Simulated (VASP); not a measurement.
Input:

```
CELL_PARAMETERS angstrom
      0.00000     3.31251     3.31251
      3.31251     0.00000     3.31251
      3.31251     3.31251     0.00000
ATOMIC_POSITIONS crystal
  Ag 0.00000 0.00000 0.00000
  I  0.25000 0.25000 0.25000
```

All values below come from PBE GGA, VASP's PBE PAW potentials (set 64) (plane waves; VASP). Run with 520 eV cut-off, 6×6×6 Γ-centred mesh, Gaussian smearing of 0.050 eV, potentials Ag I.

Unless said otherwise, spin-orbit coupling is left out, though it shifts the bands of the heavy elements here.

**Question.** What does the run give for the energy per atom (σ→0), band gap (on the k-mesh) with the smallest direct gap where there is one?

**Answer.** 
The band gap (on the k-mesh) is 1.34 eV. The smallest direct gap (on the k-mesh) is 1.34 eV and the energy per atom (σ→0) is -2.396 eV/atom.

Only differences to runs with the same potentials and settings are physical.

The compound is AgI in the zinc blende structure, whereas wurtzite is the usual form. It was relaxed first, which changed the volume by +6 %.
